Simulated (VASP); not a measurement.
A convergence study with VASP on Fe (space group Im-3m): a few settings are varied, all else stays as given below, so the limit is that of these other settings.

```xyz
1
Lattice="-1.4307 1.4307 1.4307 1.4307 -1.4307 1.4307 1.4307 1.4307 -1.4307" Properties=species:S:1:pos:R:3 pbc="T T T"
Fe     0.0000     0.0000     0.0000
```
Starting moments (μB, in the order of the record's atoms Fe): 2.5.

All values below come from PBE GGA, VASP's PBE PAW potentials (set 64) (plane waves; VASP). The last row used: 300 eV cut-off, 19×19×19 Γ-centred mesh, tetrahedra with Blöchl corrections, potentials Fe.

```json
[
 {"setting": "7×7×7 mesh", "E (eV/atom)": "-8.2398", "pressure (GPa)": "-6.03", "moment (μB)": "2.240", "irreducible k-points": "20"},
 {"setting": "8×8×8 mesh", "E (eV/atom)": "-8.2398", "pressure (GPa)": "-5.76", "moment (μB)": "2.232", "irreducible k-points": "29"},
 {"setting": "10×10×10 mesh", "E (eV/atom)": "-8.2435", "pressure (GPa)": "-6.23", "moment (μB)": "2.218", "irreducible k-points": "47"},
 {"setting": "13×13×13 mesh", "E (eV/atom)": "-8.2426", "pressure (GPa)": "-6.38", "moment (μB)": "2.224", "irreducible k-points": "84"},
 {"setting": "16×16×16 mesh", "E (eV/atom)": "-8.2437", "pressure (GPa)": "-6.06", "moment (μB)": "2.232", "irreducible k-points": "145"},
 {"setting": "19×19×19 mesh", "E (eV/atom)": "-8.2438", "pressure (GPa)": "-6.08", "moment (μB)": "2.231", "irreducible k-points": "220"}
]
```

Left out are rungs that failed or repeat a setting and relaxations that didn't move; long series are thinned to 24 rows.

The structure is a typed Fe crystal (space group no. 229). The cell was not relaxed at this level. The spin order is the one that the start imposed; others were not tried in this run.
